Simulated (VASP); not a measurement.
Output of a VASP run:

### OSZICAR
```
       N       E                     dE             d eps       ncg     rms          rms(c)
DAV:   1     0.133190697220E+02    0.13319E+02   -0.40082E+03  5200   0.763E+02
DAV:   2    -0.103570461887E+02   -0.23676E+02   -0.22813E+02  8232   0.109E+02
DAV:   3    -0.109715202904E+02   -0.61447E+00   -0.60880E+00  6203   0.183E+01
DAV:   4    -0.109755524648E+02   -0.40322E-02   -0.40284E-02  7169   0.162E+00
DAV:   5    -0.109755718897E+02   -0.19425E-04   -0.19424E-04  6283   0.835E-02    0.659E+00
DAV:   6    -0.109611083103E+02    0.14464E-01   -0.26829E-03  6225   0.406E-01    0.386E+00
DAV:   7    -0.109526116082E+02    0.84967E-02   -0.60403E-03  5867   0.606E-01    0.973E-02
DAV:   8    -0.109526134162E+02   -0.18080E-05   -0.15106E-04  5784   0.992E-02    0.169E-02
DAV:   9    -0.109526151250E+02   -0.17089E-05   -0.28635E-06  7126   0.149E-02    0.636E-03
DAV:  10    -0.109526149278E+02    0.19721E-06   -0.14352E-07  2992   0.315E-03
   1 F= -.10952615E+02 E0= -.10952561E+02  d E =-.109526E+02
       N       E                     dE             d eps       ncg     rms          rms(c)
DAV:   1    -0.109604165207E+02   -0.78014E-02   -0.32140E-01  5648   0.369E+00    0.369E-01
DAV:   2    -0.109574641029E+02    0.29524E-02   -0.11151E-02  5934   0.880E-01    0.195E-01
DAV:   3    -0.109557497364E+02    0.17144E-02   -0.44739E-03  6324   0.435E-01    0.253E-02
DAV:   4    -0.109557717385E+02   -0.22002E-04   -0.26374E-04  5592   0.134E-01    0.179E-02
DAV:   5    -0.109557718520E+02   -0.11353E-06   -0.14037E-06  5760   0.108E-02
   2 F= -.10955772E+02 E0= -.10955661E+02  d E =-.315692E-02
       N       E                     dE             d eps       ncg     rms          rms(c)
DAV:   1    -0.109558086573E+02   -0.36919E-04   -0.15119E-03  5761   0.253E-01    0.259E-02
DAV:   2    -0.109557945585E+02    0.14099E-04   -0.51497E-05  5909   0.596E-02    0.135E-02
DAV:   3    -0.109557865319E+02    0.80265E-05   -0.21358E-05  6245   0.300E-02    0.173E-03
DAV:   4    -0.109557866211E+02   -0.89108E-07   -0.12163E-06  3171   0.927E-03
   3 F= -.10955787E+02 E0= -.10955683E+02  d E =-.317169E-02
```

OUTCAR:
```
------------------------ aborting loop because EDIFF is reached ----------------------------------------
  FORCE on cell =-STRESS in cart. coord.  units (eV):
  Direction    XX          YY          ZZ          XY          YZ          ZX
  --------------------------------------------------------------------------------------
  Total       -0.0011745     -0.0011745     -0.0033985      0.0000000      0.0000000      0.0000000
  in kB       -0.0648670     -0.0648670     -0.1876912      0.0000000      0.0000000      0.0000000
  external PRESSURE =      -0.1058084 kB  Pullay stress =       0.0000000 kB
  volume of cell :       29.01
      direct lattice vectors                 reciprocal lattice vectors
    -2.426185126  2.426185126  1.232089185     0.000000000  0.206084851  0.405814779
     2.426185126 -2.426185126  1.232089185     0.206084851  0.000000000  0.405814779
     2.426185126  2.426185126 -1.232089185     0.206084851  0.206084851  0.000000000
 POSITION                                       TOTAL-FORCE (eV/Angst)
 -----------------------------------------------------------------------------------
      0.00000      2.42619      0.61604         0.000000     -0.000000      0.000000
     -0.00000      0.00000      0.00000        -0.000000      0.000000     -0.000000
 -----------------------------------------------------------------------------------
    total drift:                                0.000000      0.000000      0.000000
  FREE ENERGIE OF THE ION-ELECTRON SYSTEM (eV)
  ---------------------------------------------------
  free  energy   TOTEN  =       -10.9557866211 eV

  energy  without entropy=      -10.9554762010  energy(sigma->0) =      -10.95568315

 reached required accuracy - stopping structural energy minimisation
```
(Selected blocks of OUTCAR.)

### POSCAR
```
P
1
   -2.4163598597     2.4163598597     1.2452063375
    2.4163598597    -2.4163598597     1.2452063375
    2.4163598597     2.4163598597    -1.2452063375
P
2
Direct
  0.7500000000   0.2500000000   0.5000000000
  0.0000000000   1.0000000000   1.0000000000
```

**Question.** Reconstruct the remaining input files.

**Answer.** Several could match; the one computed here: the input of the run itself, PBEsol GGA, plane waves, VASP's PBE PAW potentials (set 64).

**INCAR**
```
! general
SYSTEM = P
PREC   = Accurate
ENCUT  = 400   ! plane-wave cut-off (eV)
LREAL  = .FALSE.
LASPH  = .TRUE.   ! aspherical one-centre terms

! electronic loop
EDIFF  = 1E-6   ! SCF stop (eV)
NELM   = 100   ! most electronic steps
ALGO   = Normal   ! blocked Davidson

! smearing
ISMEAR = 1   ! Methfessel-Paxton
SIGMA  = 0.1   ! width (eV)

! functional
GGA    = PS

! ions
IBRION = 2   ! conjugate gradients
NSW    = 60   ! most ionic steps
ISIF   = 3
EDIFFG = -0.01   ! ionic stop

! output
LWAVE  = .FALSE.
LCHARG = .FALSE.
```

### KPOINTS
```
Automatic mesh
0
Gamma
15 15 15
0 0 0
```

POTCAR, in this order: P (PBE.64 set). Program: vasp_std.

The structure was generated: P was put into the beta-Sn type (I4_1/amd), which need not be its known phase. This run relaxes it. Symmetry was kept, so distortions that lower it aren't found. The start is the result of an earlier pass.
